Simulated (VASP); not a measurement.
GaBiSe4:

```
Ga Bi Se
1.0
     0.00000    4.19483    4.19483
     4.19483    0.00000    4.19483
     4.19483    4.19483    0.00000
Ga Bi Se
1 1 4
Cartesian
  6.2922 6.2922 6.2922
  0.0000 0.0000 0.0000
  5.2435 5.2435 3.1461
  5.2435 3.1461 5.2435
  3.1461 5.2435 5.2435
  3.1461 3.1461 3.1461
```

The cell was built by a generator and needn't be a form met in nature.

```yaml
Program: VASP 6.6.1
Task: relaxation of cell and atoms
Functional: PBE
Potentials_or_basis: VASP PAW PBE potentials, release 64 (Ga_d, Bi_d, Se)
Cutoff: 520 eV
k_mesh: 3 × 3 × 3
Occupations: gaussian, width 0.15 eV
Spin: no spin polarisation
```

At the start: pressure -1.5 GPa; volume 24.60 Å³/atom.

Problem. How do energy, volume and symmetry change on relaxing?

Solution. Over 7 steps the energy falls by 10.2 meV/atom and the volume is 23.79 Å³/atom (-3.3 %); space group F-43m (No. 216, to 0.05 Å).

Step by step:
```tsv
step	energy change (eV)	largest force (eV/Å)	pressure (GPa)	volume (Å³)
1	0.0000	0.2472	-1.52	147.63
2	-0.0330	0.2162	0.13	142.70
3	-0.0332	0.2112	0.52	142.12
4	-0.0332	0.2170	0.26	142.39
5	-0.0332	0.2144	0.40	142.28
6	-0.0441	0.1776	0.36	142.39
7	-0.0610	0.0179	0.39	142.71
```

Final structure:
```
Ga Bi Se
1.0
     0.00000    4.14775    4.14775
     4.14775    0.00000    4.14775
     4.14775    4.14775    0.00000
Ga Bi Se
1 1 4
Direct
  0.75000 0.75000 0.75000
  0.00000 0.00000 0.00000
  0.37039 0.37039 0.88882
  0.37039 0.88882 0.37039
  0.88882 0.37039 0.37039
  0.37039 0.37039 0.37039
```

Caveat: the k mesh is coarse (spacing up to 0.43 Å⁻¹), so the values aren't converged.
